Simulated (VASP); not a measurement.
Level of theory: PBEsol GGA, VASP's PBE PAW potentials (set 64) (plane waves; VASP).

VASP input:

INCAR:
```
SYSTEM = HgTe
PREC = Accurate
ENCUT = 500
EDIFF = 1E-6
NELM = 100
ALGO = Normal
LREAL = .FALSE.
LASPH = .TRUE.
ISMEAR = 1
SIGMA = 0.1
GGA = PS
LMAXMIX = 6
LWAVE = .FALSE.
LCHARG = .FALSE.
IBRION = 2
ISIF = 3
NSW = 40
EDIFFG = -0.02
PSTRESS = 300
```

**POSCAR**
```
HgTe
1
    3.8094657549     0.0000000001     0.0000000000
   -1.9047328772     3.2990945540     0.0000000000
    0.0000000000     0.0000000000     7.1182589646
Hg Te
2 2
Direct
  0.0000000000   0.0000000000   0.0000000000
  0.0000000000   0.0000000000   0.5000000000
  0.3333330000   0.6666670000   0.2500000000
  0.6666670000   0.3333330000   0.7500000000
```

**KPOINTS**
```
Automatic mesh
0
G
9 9 5
```

POTCAR, in this order: Hg Te (PBE.64 set). Program: vasp_std.

The run wrote:

### OSZICAR
```
...
DAV:   3    -0.308809531277E+01    0.76747E+00   -0.29744E+00  1806   0.139E+01    0.645E+00
DAV:   4    -0.292900257943E+01    0.15909E+00   -0.13844E-01  1674   0.217E+00    0.434E+00
DAV:   5    -0.284084633033E+01    0.88156E-01   -0.24338E-01  1748   0.267E+00    0.144E+00
DAV:   6    -0.284205279420E+01   -0.12065E-02   -0.10871E-02  1686   0.648E-01    0.134E+00
DAV:   7    -0.284185853311E+01    0.19426E-03   -0.23062E-04  1884   0.104E-01    0.118E+00
DAV:   8    -0.284179792650E+01    0.60607E-04   -0.58928E-03  1590   0.574E-01    0.312E+00
DAV:   9    -0.284161203773E+01    0.18589E-03   -0.72742E-04  1782   0.324E-01    0.191E+00
DAV:  10    -0.284153213715E+01    0.79901E-04   -0.18703E-04  1746   0.142E-01    0.853E-01
DAV:  11    -0.284152159440E+01    0.10543E-04   -0.27549E-05  1872   0.438E-02    0.468E-01
DAV:  12    -0.284151563614E+01    0.59583E-05   -0.12430E-05  1764   0.413E-02    0.173E-01
DAV:  13    -0.284151512244E+01    0.51371E-06   -0.40573E-06  1432   0.189E-02
   2 F= 0.10754086E+02 E0= 0.10753818E+02  d E =0.112609E+01
       N       E                     dE             d eps       ncg     rms          rms(c)
DAV:   1    -0.126921662523E+02   -0.98507E+01   -0.14964E+02  1722   0.139E+02    0.270E+01
DAV:   2    -0.723214742243E+01    0.54600E+01   -0.14844E+01  1614   0.522E+01    0.137E+01
DAV:   3    -0.668920390420E+01    0.54294E+00   -0.12519E+00  1758   0.105E+01    0.122E+01
DAV:   4    -0.642913848181E+01    0.26007E+00   -0.29907E-01  1662   0.309E+00    0.372E+00
DAV:   5    -0.639433824595E+01    0.34800E-01   -0.83948E-02  1806   0.308E+00    0.180E+00
DAV:   6    -0.639468391972E+01   -0.34567E-03   -0.69020E-03  1644   0.646E-01    0.172E+00
DAV:   7    -0.639464498181E+01    0.38938E-04   -0.74403E-05  1950   0.872E-02    0.150E+00
DAV:   8    -0.639292138946E+01    0.17236E-02   -0.60402E-03  1684   0.779E-01    0.734E-01
DAV:   9    -0.639300581509E+01   -0.84426E-04   -0.88829E-04  1740   0.210E-01    0.561E-01
DAV:  10    -0.639301204399E+01   -0.62289E-05   -0.11584E-05  1802   0.222E-02    0.363E-01
DAV:  11    -0.639300370058E+01    0.83434E-05   -0.14680E-05  1748   0.266E-02    0.916E-02
DAV:  12    -0.639300351958E+01    0.18100E-06   -0.48652E-06  1614   0.161E-02
   3 F= 0.94633520E+01 E0= 0.94630808E+01  d E =-.164641E+00
       N       E                     dE             d eps       ncg     rms          rms(c)
DAV:   1    -0.635480498195E+01    0.38199E-01   -0.42607E-02  1728   0.228E+00    0.336E-01
DAV:   2    -0.635307278621E+01    0.17322E-02   -0.47807E-03  1650   0.946E-01    0.151E-01
DAV:   3    -0.635291699076E+01    0.15580E-03   -0.52126E-04  1788   0.205E-01    0.128E-01
DAV:   4    -0.635288973357E+01    0.27257E-04   -0.63492E-05  1668   0.752E-02    0.421E-02
DAV:   5    -0.635287857041E+01    0.11163E-04   -0.47305E-05  1836   0.721E-02    0.237E-02
DAV:   6    -0.635287900549E+01   -0.43507E-06   -0.32977E-06  1442   0.191E-02
   4 F= 0.94628552E+01 E0= 0.94625711E+01  d E =-.165138E+00
       N       E                     dE             d eps       ncg     rms          rms(c)
DAV:   1    -0.633494348727E+01    0.17935E-01   -0.87008E-03  1728   0.103E+00    0.157E-01
DAV:   2    -0.633457807653E+01    0.36541E-03   -0.10105E-03  1650   0.435E-01    0.678E-02
DAV:   3    -0.633454696783E+01    0.31109E-04   -0.11156E-04  1782   0.945E-02    0.579E-02
DAV:   4    -0.633454235495E+01    0.46129E-05   -0.12917E-05  1668   0.344E-02    0.200E-02
DAV:   5    -0.633454070461E+01    0.16503E-05   -0.10119E-05  1686   0.327E-02    0.108E-02
DAV:   6    -0.633454083477E+01   -0.13016E-06   -0.70165E-07   810   0.903E-03
   5 F= 0.94628503E+01 E0= 0.94625601E+01  d E =-.165143E+00
       N       E                     dE             d eps       ncg     rms          rms(c)
DAV:   1    -0.633112126158E+01    0.34194E-02   -0.43198E-01  1734   0.478E+00    0.456E-01
DAV:   2    -0.632654156749E+01    0.45797E-02   -0.52625E-03  1710   0.784E-01    0.232E-01
DAV:   3    -0.632474086672E+01    0.18007E-02   -0.26109E-03  1800   0.424E-01    0.886E-02
DAV:   4    -0.632465372803E+01    0.87139E-04   -0.40609E-04  1812   0.181E-01    0.405E-02
DAV:   5    -0.632465130842E+01    0.24196E-05   -0.21247E-05  1796   0.504E-02    0.217E-02
DAV:   6    -0.632465149034E+01   -0.18192E-06   -0.39133E-06  1602   0.207E-02
   6 F= 0.94592062E+01 E0= 0.94588803E+01  d E =-.364408E-02
       N       E                     dE             d eps       ncg     rms          rms(c)
DAV:   1    -0.633971452223E+01   -0.15063E-01   -0.38547E+00  1722   0.143E+01    0.137E+00
DAV:   2    -0.629829469553E+01    0.41420E-01   -0.48806E-02  1704   0.232E+00    0.697E-01
DAV:   3    -0.628219597462E+01    0.16099E-01   -0.23709E-02  1788   0.127E+00    0.263E-01
DAV:   4    -0.628143169022E+01    0.76428E-03   -0.35778E-03  1812   0.538E-01    0.121E-01
DAV:   5    -0.628140885530E+01    0.22835E-04   -0.17733E-04  1796   0.144E-01    0.673E-02
DAV:   6    -0.628140939225E+01   -0.53695E-06   -0.33771E-05  1746   0.588E-02    0.177E-02
DAV:   7    -0.628140930924E+01    0.83010E-07   -0.94779E-07   944   0.836E-03
   7 F= 0.94574692E+01 E0= 0.94572885E+01  d E =-.538102E-02
       N       E                     dE             d eps       ncg     rms          rms(c)
DAV:   1    -0.630262416276E+01   -0.21215E-01   -0.37760E-01  1746   0.449E+00    0.455E-01
DAV:   2    -0.629855475780E+01    0.40694E-02   -0.49421E-03  1704   0.774E-01    0.219E-01
DAV:   3    -0.629702139816E+01    0.15334E-02   -0.21842E-03  1812   0.385E-01    0.886E-02
DAV:   4    -0.629691383441E+01    0.10756E-03   -0.36906E-04  1836   0.169E-01    0.381E-02
DAV:   5    -0.629691114460E+01    0.26898E-05   -0.23838E-05  1760   0.543E-02    0.224E-02
DAV:   6    -0.629691073496E+01    0.40963E-06   -0.42688E-06  1662   0.222E-02
   8 F= 0.94567484E+01 E0= 0.94564671E+01  d E =-.610181E-02
       N       E                     dE             d eps       ncg     rms          rms(c)
DAV:   1    -0.630009572475E+01   -0.31846E-02   -0.15610E-02  1734   0.911E-01    0.907E-02
DAV:   2    -0.629992702026E+01    0.16870E-03   -0.20281E-04  1698   0.155E-01    0.446E-02
DAV:   3    -0.629986303083E+01    0.63989E-04   -0.93032E-05  1818   0.792E-02    0.179E-02
DAV:   4    -0.629985871366E+01    0.43172E-05   -0.15208E-05  1824   0.346E-02    0.780E-03
DAV:   5    -0.629985857403E+01    0.13962E-06   -0.89352E-07   876   0.108E-02
   9 F= 0.94567279E+01 E0= 0.94564300E+01  d E =-.612240E-02
       N       E                     dE             d eps       ncg     rms          rms(c)
DAV:   1    -0.635363524507E+01   -0.53777E-01   -0.67726E-02  1734   0.288E+00    0.427E-01
DAV:   2    -0.635090679605E+01    0.27284E-02   -0.75299E-03  1644   0.119E+00    0.186E-01
DAV:   3    -0.635065449357E+01    0.25230E-03   -0.80388E-04  1788   0.255E-01    0.162E-01
DAV:   4    -0.635060077396E+01    0.53720E-04   -0.96144E-05  1674   0.901E-02    0.546E-02
DAV:   5    -0.635057543362E+01    0.25340E-04   -0.75974E-05  1836   0.904E-02    0.305E-02
DAV:   6    -0.635057550959E+01   -0.75977E-07   -0.54044E-06  1608   0.245E-02
  10 F= 0.94570083E+01 E0= 0.94567089E+01  d E =0.280404E-03
       N       E                     dE             d eps       ncg     rms          rms(c)
DAV:   1    -0.631265458922E+01    0.37921E-01   -0.41730E-02  1734   0.226E+00    0.325E-01
DAV:   2    -0.631099378294E+01    0.16608E-02   -0.45750E-03  1644   0.924E-01    0.141E-01
DAV:   3    -0.631084143116E+01    0.15235E-03   -0.48874E-04  1794   0.199E-01    0.125E-01
DAV:   4    -0.631081433299E+01    0.27098E-04   -0.57839E-05  1668   0.703E-02    0.423E-02
DAV:   5    -0.631080352338E+01    0.10810E-04   -0.45294E-05  1830   0.696E-02    0.232E-02
DAV:   6    -0.631080394462E+01   -0.42125E-06   -0.32031E-06  1436   0.189E-02
  11 F= 0.94566973E+01 E0= 0.94563995E+01  d E =-.305738E-04
```

**OUTCAR**
```
------------------------ aborting loop because EDIFF is reached ----------------------------------------
  FORCE on cell =-STRESS in cart. coord.  units (eV):
  Direction    XX          YY          ZZ          XY          YZ          ZX
  --------------------------------------------------------------------------------------
  Total       15.7582911     15.7583006     15.7627638      0.0000000      0.0000000      0.0000000
  in kB      299.8247631    299.8249448    299.9098631      0.0000001      0.0000000      0.0000000
  external PRESSURE =      -0.1468097 kB  Pullay stress =     300.0000000 kB
  volume of cell :       84.21
      direct lattice vectors                 reciprocal lattice vectors
     3.703531246  0.000000000  0.000000000     0.270012573  0.155891784  0.000000000
    -1.851765623  3.207353115 -0.000000000    -0.000000000  0.311783569  0.000000000
     0.000000000 -0.000000000  7.089072397    -0.000000000 -0.000000000  0.141062179
 POSITION                                       TOTAL-FORCE (eV/Angst)
 -----------------------------------------------------------------------------------
      0.00000      0.00000      0.00000        -0.000000     -0.000000      0.000000
      0.00000     -0.00000      3.54454         0.000000      0.000000      0.000000
     -0.00000      2.13824      1.77227         0.000000     -0.000000     -0.000000
      1.85177      1.06912      5.31680        -0.000000      0.000000      0.000000
 -----------------------------------------------------------------------------------
    total drift:                               -0.000000      0.000000      0.000000
  FREE ENERGIE OF THE ION-ELECTRON SYSTEM (eV)
  ---------------------------------------------------
  free  energy   TOTEN  =        -6.3108039446 eV

  energy  without entropy=       -6.3116971823  energy(sigma->0) =       -6.31110169
  enthalpy is  TOTEN    =         9.4566972777 eV   P V=       15.7675012223

 reached required accuracy - stopping structural energy minimisation
```
(Selected blocks of OUTCAR.)

File CONTCAR:
```
HgTe
   1.00000000000000
     3.7035312459504159    0.0000000003421076    0.0000000000000000
    -1.8517656225200805    3.2073531146133720   -0.0000000000000000
     0.0000000000000000   -0.0000000000000000    7.0890723965576514
  Hg              Te
     2     2
Direct
     0.0000000000000000    0.0000000000000000    0.0000000000000000
     0.0000000000000000    0.0000000000000000    0.5000000000000000
     0.3333330000000032    0.6666669999999968    0.2500000000000000
     0.6666669999999968    0.3333330000000032    0.7500000000000000
```

Energy and stress use the plane-wave basis of the starting cell.

The structure was generated: HgTe was put into the NiAs type type (P6_3/mmc), which need not be its known phase. This run relaxes it under an external pressure of 30 GPa. Symmetry was kept, so distortions that lower it aren't found.
